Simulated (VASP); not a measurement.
Input:

```
MgTe
1.0
    0.00000     3.22166     3.22166
    3.22166     0.00000     3.22166
    3.22166     3.22166     0.00000
Mg Te
1 1
Direct
  0.00000   0.00000   0.00000
  0.25000   0.25000   0.25000
```

Level of theory: PBEsol GGA, VASP's PBE PAW potentials (set 64) (plane waves; VASP). Numerical set-up: 400 eV cut-off, 8×8×8 Γ-centred mesh, tetrahedra with Blöchl corrections, potentials Mg Te.

Unless said otherwise, spin-orbit coupling is left out, though it shifts the bands of the heavy elements here.

What does the run give for the energy per atom (σ→0), band gap (on the k-mesh) with the smallest direct gap where there is one?

The band gap (on the k-mesh) is 2.34 eV. The smallest direct gap (on the k-mesh) comes out as 2.34 eV and the energy per atom (σ→0) is -3.446 eV/atom.

Only differences to runs with the same potentials and settings are physical.

The compound is MgTe in the zinc blende structure, whereas wurtzite is the usual form. It was relaxed first.
